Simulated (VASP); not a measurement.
Input for VASP

**KPOINTS**
```
Automatic mesh
0
Gamma
11 11 11
0 0 0
```

**INCAR**
```
# general
SYSTEM   =  CoSi2
PREC     =  Accurate
ENCUT    =  500
LREAL    =  .FALSE.
LASPH    =  .TRUE.

# electronic loop
EDIFF    =  1E-6
NELM     =  100
ALGO     =  Normal
LMAXMIX  =  4

# smearing
ISMEAR   =  1
SIGMA    =  0.1

# functional
GGA      =  PS

# ions
IBRION   =  2
NSW      =  40
ISIF     =  3
EDIFFG   =  -0.02
PSTRESS  =  450

# output
LWAVE    =  .FALSE.
LCHARG   =  .FALSE.
```

**POSCAR**
```
CoSi2
1.0
  0.0000000000   2.5177635631   2.5177635631
  2.5177635631   0.0000000000   2.5177635631
  2.5177635631   2.5177635631   0.0000000000
Co Si
1 2
direct
  0.0000000000   0.0000000000   1.0000000000
  0.2500000000   0.2500000000   0.2500000000
  0.7500000000   0.7500000000   0.7500000000
```

POTCAR, in this order: Co Si (PBE.64 set). Program: vasp_std.

**Question.** Translate this PBEsol calculation to Quantum ESPRESSO's pw.x.

**Answer.** One equivalent input (not run):
```
&CONTROL
  calculation = 'vc-relax'
  pseudo_dir = './pseudo'
  outdir = './out'
  tprnfor = .true.
  tstress = .true.
  nstep = 40
  forc_conv_thr = 0.00078
/
&SYSTEM
  ibrav = 0
  nat = 3
  ntyp = 2
  ecutwfc = 96
  occupations = 'smearing'
  smearing = 'methfessel-paxton'
  degauss = 0.00735
  input_dft = 'pbesol'
/
&ELECTRONS
  conv_thr = 7.3e-08
  electron_maxstep = 100
/
&IONS
/
&CELL
  press = 450
/
ATOMIC_SPECIES
  Co 58.933 Co.upf
  Si 28.085 Si.upf
CELL_PARAMETERS angstrom
     0.0000000    2.5177636    2.5177636
     2.5177636    0.0000000    2.5177636
     2.5177636    2.5177636    0.0000000
ATOMIC_POSITIONS crystal
  Co   0.0000000  0.0000000  1.0000000
  Si   0.2500000  0.2500000  0.2500000
  Si   0.7500000  0.7500000  0.7500000
K_POINTS automatic
  11 11 11 0 0 0
```
Limits of the translation: the potentials are each code's own (VASP's PAW set, PseudoDojo norm-conserving files in pw.x), so ENCUT and ecutwfc are chosen apart and not converted; conv_thr bounds pw.x's estimated SCF error, while EDIFF bounds the energy change between steps; forc_conv_thr acts on force components and is met together with etot_conv_thr.

The compound is CoSi2 in the fluorite structure. This run relaxes it under an external pressure of 45 GPa. Symmetry was kept, so distortions that lower it aren't found.
